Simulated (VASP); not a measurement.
Computed with AM05 GGA, VASP's PBE PAW potentials (set 64) (plane waves; VASP 6.6.1).

A VASP calculation is set up with these files.

### KPOINTS
```
K-points
0
gamma
  11 11 11
```

### POSCAR
```
FeAl
1
    2.9100000000     0.0000000000     0.0000000000
    0.0000000000     2.9100000000     0.0000000000
    0.0000000000     0.0000000000     2.9100000000
Al Fe
1 1
Direct
  0.5000000000   0.5000000000   0.5000000000
  0.0000000000   0.0000000000   0.0000000000
```

INCAR:
```
SYSTEM  =  FeAl
PREC  =  Accurate; ENCUT  =  520; LREAL  =  F
LASPH  =  T
EDIFF  =  1E-6; NELM  =  100; ALGO  =  Normal
LMAXMIX  =  4
ISMEAR  =  1; SIGMA  =  0.1
GGA  =  AM
IBRION  =  2; NSW  =  60; ISIF  =  3
EDIFFG  =  -0.01
LWAVE  =  F; LCHARG  =  F
```

POTCAR, in this order: Al Fe (PBE.64 set). Program: vasp_std.

Output of the run:

OSZICAR:
```
       N       E                     dE             d eps       ncg     rms          rms(c)
DAV:   1     0.309342106895E+02    0.30934E+02   -0.49413E+03  1008   0.121E+03
DAV:   2    -0.142083165381E+02   -0.45143E+02   -0.43334E+02  1017   0.178E+02
DAV:   3    -0.154388465642E+02   -0.12305E+01   -0.12026E+01  1160   0.398E+01
DAV:   4    -0.154654436522E+02   -0.26597E-01   -0.26571E-01  1280   0.528E+00
DAV:   5    -0.154660868926E+02   -0.64324E-03   -0.64320E-03  1250   0.739E-01    0.141E+01
DAV:   6    -0.180311776063E+02   -0.25651E+01   -0.85800E+01  1147   0.142E+02    0.202E+01
DAV:   7    -0.133737891672E+02    0.46574E+01   -0.43161E+01  1120   0.885E+01    0.265E+00
DAV:   8    -0.133407559028E+02    0.33033E-01   -0.25146E-01  1110   0.594E+00    0.161E+00
DAV:   9    -0.133224150189E+02    0.18341E-01   -0.51644E-02  1207   0.334E+00    0.422E-01
DAV:  10    -0.133217662002E+02    0.64882E-03   -0.99460E-04  1188   0.402E-01    0.173E-01
DAV:  11    -0.133217317986E+02    0.34402E-04   -0.37136E-05  1158   0.611E-02    0.204E-02
DAV:  12    -0.133217296961E+02    0.21025E-05   -0.49329E-06  1114   0.263E-02    0.611E-03
DAV:  13    -0.133217293996E+02    0.29649E-06   -0.75243E-07   530   0.101E-02
   1 F= -.13321729E+02 E0= -.13321734E+02  d E =-.133217E+02
       N       E                     dE             d eps       ncg     rms          rms(c)
DAV:   1    -0.157976617455E+02   -0.24759E+01   -0.45267E+01  1058   0.129E+02    0.154E+01
DAV:   2    -0.170625020235E+02   -0.12648E+01   -0.75344E+01  1136   0.143E+02    0.166E+01
DAV:   3    -0.134078871854E+02    0.36546E+01   -0.35770E+01  1122   0.872E+01    0.319E+00
DAV:   4    -0.133552603974E+02    0.52627E-01   -0.28312E-01  1230   0.666E+00    0.201E+00
DAV:   5    -0.133305376936E+02    0.24723E-01   -0.75748E-02  1374   0.374E+00    0.524E-01
DAV:   6    -0.133300471716E+02    0.49052E-03   -0.16512E-03  1101   0.580E-01    0.156E-01
DAV:   7    -0.133300618996E+02   -0.14728E-04   -0.45838E-05  1349   0.746E-02    0.228E-02
DAV:   8    -0.133300595319E+02    0.23677E-05   -0.12546E-05  1151   0.555E-02    0.660E-03
DAV:   9    -0.133300595330E+02   -0.11527E-08   -0.45998E-07   534   0.933E-03
   2 F= -.13330060E+02 E0= -.13330034E+02  d E =-.833013E-02
       N       E                     dE             d eps       ncg     rms          rms(c)
DAV:   1    -0.139798201447E+02   -0.64976E+00   -0.10999E+01  1048   0.661E+01    0.703E+00
DAV:   2    -0.145623158916E+02   -0.58250E+00   -0.23322E+01  1253   0.752E+01    0.889E+00
DAV:   3    -0.134013089335E+02    0.11610E+01   -0.76758E+00  1225   0.454E+01    0.107E+00
DAV:   4    -0.133965789428E+02    0.47300E-02   -0.25713E-02  1039   0.170E+00    0.725E-01
DAV:   5    -0.133920386415E+02    0.45403E-02   -0.78045E-03  1337   0.891E-01    0.937E-02
DAV:   6    -0.133920646552E+02   -0.26014E-04   -0.92234E-05  1071   0.111E-01    0.318E-02
DAV:   7    -0.133920650951E+02   -0.43993E-06   -0.24100E-05  1244   0.851E-02    0.341E-03
DAV:   8    -0.133920650642E+02    0.30911E-07   -0.27754E-07   512   0.971E-03
   3 F= -.13392065E+02 E0= -.13392081E+02  d E =-.703357E-01
```

File OUTCAR:
```
------------------------ aborting loop because EDIFF is reached ----------------------------------------
  FORCE on cell =-STRESS in cart. coord.  units (eV):
  Direction    XX          YY          ZZ          XY          YZ          ZX
  --------------------------------------------------------------------------------------
  Total       -0.0197773     -0.0197773     -0.0197773     -0.0000000     -0.0000000      0.0000000
  in kB       -1.3824915     -1.3824915     -1.3824915     -0.0000000     -0.0000000      0.0000000
  external PRESSURE =      -1.3824915 kB  Pullay stress =       0.0000000 kB
  volume of cell :       22.92
      direct lattice vectors                 reciprocal lattice vectors
     2.840569176  0.000000000 -0.000000000     0.352042122 -0.000000000 -0.000000000
     0.000000000  2.840569176 -0.000000000    -0.000000000  0.352042122 -0.000000000
     0.000000000  0.000000000  2.840569176     0.000000000  0.000000000  0.352042122
 POSITION                                       TOTAL-FORCE (eV/Angst)
 -----------------------------------------------------------------------------------
      1.42028      1.42028      1.42028         0.000000     -0.000000      0.000000
      0.00000      0.00000      0.00000        -0.000000      0.000000      0.000000
 -----------------------------------------------------------------------------------
    total drift:                                0.000000      0.000000      0.000000
  FREE ENERGIE OF THE ION-ELECTRON SYSTEM (eV)
  ---------------------------------------------------
  free  energy   TOTEN  =       -13.3920650642 eV

  energy  without entropy=      -13.3921118501  energy(sigma->0) =      -13.39208066

 reached required accuracy - stopping structural energy minimisation
```
(Selected blocks of OUTCAR.)

**CONTCAR**
```
FeAl
   1.00000000000000
     2.8405691761181542    0.0000000000000000   -0.0000000000000000
     0.0000000000000000    2.8405691761181542   -0.0000000000000000
     0.0000000000000000    0.0000000000000000    2.8405691761181542
  Al              Fe
     1     1
Direct
     0.5000000000000000    0.5000000000000000    0.5000000000000000
     0.0000000000000000    0.0000000000000000    0.0000000000000000
```

OUTCAR:
```
 val. band max:        8.1261151017   @ k =   0.3636   0.3636   0.3636

 cond. band min:       8.1417934321   @ k =   0.3636   0.1818   0.0000


 Fermi energy:         8.1393271548

 k-point     1 :       0.0000    0.0000    0.0000
  band No.  band energies     occupation
      1      -2.3228      2.00000
      2       5.7919      2.00000
      3       5.7919      2.00000
      4       8.3368     -0.01734
      5       8.3368     -0.01734
      6       8.3368     -0.01734
      7      14.8700      0.00000
      8      14.8700      0.00000
      9      14.8700      0.00000

 k-point     2 :       0.0909    0.0000    0.0000
  band No.  band energies     occupation
      1      -2.1638      2.00000
      2       5.7734      2.00000
      3       5.8418      2.00000
      4       8.2346     -0.03893
      5       8.2346     -0.03894
      6       8.3474     -0.01220
      7      13.6316      0.00000
      8      15.1035      0.00000
      9      15.1035      0.00000

 k-point     3 :       0.1818    0.0000    0.0000
  band No.  band energies     occupation
      1      -1.6921      2.00000
      2       5.6367      2.00000
      3       5.9796      2.00000
      4       7.9815      2.04818
      5       7.9815      2.04819
      6       8.3761     -0.00410
      7      11.8030      0.00000
      8      15.7533      0.00000
      9      15.7533      0.00000

 k-point     4 :       0.2727    0.0000    0.0000
  band No.  band energies     occupation
      1      -0.9238      2.00000
      2       5.1454      2.00000
      3       6.1694      2.00000
      4       7.6864      2.00000
      5       7.6864      2.00000
      6       8.4139     -0.00072
      7      10.4109      0.00000
      8      16.7177      0.00000
      9      16.7177      0.00000

 k-point     5 :       0.3636    0.0000    0.0000
  band No.  band energies     occupation
      1       0.1123      2.00000
      2       4.1235      2.00000
      3       6.3544      2.00000
...
```

Energy and stress use the plane-wave basis of the starting cell.

The compound is FeAl in the CsCl type structure. This run relaxes it. Symmetry was kept, so distortions that lower it aren't found. The run is not spin-polarised, so no magnetic state was tried. The electron count is odd and the run is not spin-polarised, which forces a metal.
